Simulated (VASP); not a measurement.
Given:

```yaml
crystal:
  lattice:
    - [4.01076, 0.00000, 0.00000]
    - [-2.00538, 3.47342, 0.00000]
    - [0.00000, 0.00000, 4.03920]
  atoms:
    - { symbol: Yb, position: [0.00000, 0.00000, 0.00000] }
    - { symbol: P, position: [0.66667, 0.33333, 0.50000] }
    - { symbol: Pt, position: [0.33333, 0.66667, 0.50000] }
```

Calculation: PBEsol GGA, VASP's PBE PAW potentials (set 64) (plane waves; VASP). Numerical set-up: 400 eV cut-off, Gaussian smearing of 0.050 eV, potentials Yb_2 P Pt.

The 4f electrons are frozen in the core of the lanthanide potential, so 4f levels, which can set the real gap, and their magnetism are missing.

### Question
Give the energies of bands 5 to 14 at the high-symmetry points, in eV from the Fermi level.

### Answer

| band | Γ | M | K | A | L | H |
|---|---|---|---|---|---|---|
| 5 | -5.88 | -6.49 | -5.86 | -5.99 | -5.73 | -6.14 |
| 6 | -5.88 | -4.54 | -4.68 | -5.99 | -5.11 | -4.73 |
| 7 | -4.27 | -4.29 | -4.60 | -4.93 | -4.49 | -4.14 |
| 8 | -3.12 | -3.69 | -4.08 | -3.42 | -3.33 | -3.88 |
| 9 | -3.12 | -3.62 | -3.57 | -3.42 | -3.30 | -3.10 |
| 10 | -1.44 | -3.41 | -3.19 | -2.33 | -2.29 | -2.34 |
| 11 | 1.01 | -0.88 | -2.15 | 2.66 | -1.67 | -2.34 |
| 12 | 1.52 | 0.20 | 1.09 | 2.66 | -0.80 | -0.49 |
| 13 | 1.52 | 2.13 | 2.50 | 2.91 | 0.45 | 0.78 |
| 14 | 3.27 | 4.62 | 3.81 | 3.86 | 4.83 | 5.64 |

It has no gap at this level: it comes out as a metal or semimetal.

The structure comes from a computed database's YbPPt entry (P-6m2); how it stands against other phases isn't given here. It was relaxed first. The electron count is odd and the run is not spin-polarised, which forces a metal.
